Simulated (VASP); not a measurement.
Level of theory: PBEsol GGA, VASP's PBE PAW potentials (set 64) (plane waves; VASP 6.6.1).

VASP input:

File KPOINTS:
```
Automatic mesh
0
Gamma
5 5 1
0 0 0
```

INCAR:
```
ISMEAR = 0   ! Gaussian
EDIFF = 1E-6   ! SCF stop (eV)
IBRION = 2
GGA = PS
LWAVE = .False.
EDIFFG = -0.02   ! ionic stop
ALGO = Normal   ! blocked Davidson
SYSTEM = Sb
LMAXMIX = 4   ! l cut-off of mixed one-centre charges
SIGMA = 0.05   ! width (eV)
PREC = Accurate
LCHARG = .False.
LREAL = .False.
NELM = 100
ENCUT = 400   ! plane-wave cut-off (eV)
LASPH = .True.   ! aspherical one-centre terms
NSW = 60   ! most ionic steps
ISIF = 4   ! ions and shape, fixed volume
```

### POSCAR
```
Sb
1
    4.6147352031     0.0000000000     0.0000000000
    0.0000000000     4.3695521535     0.0000000000
    0.0000000000     0.0000000000    20.9799431846
Sb
4
Direct
  0.5383534686   0.0000000000   0.5664450402
  0.9616465314   0.5000000000   0.5664450402
  0.4616465314   0.0000000000   0.4335549598
  0.0383534686   0.5000000000   0.4335549598
```

POTCAR, in this order: Sb (PBE.64 set). Program: vasp_std.

Task: What will the output report for the number of irreducible k-points (NKPTS), number of bands (NBANDS), largest plane-wave count, number of space-group operations, FFT grid (NGX, NGY, NGZ)?

Result: 
```json
{
  "number of irreducible k-points (NKPTS)": "9",
  "number of bands (NBANDS)": "14",
  "largest_plane_wave_count": "7706",
  "number_of_space_group_operations": "8",
  "FFT grid (NGX, NGY, NGZ)": "30 × 30 × 140"
}
```

The cell is a sheet with vacuum, built from a generated structure.
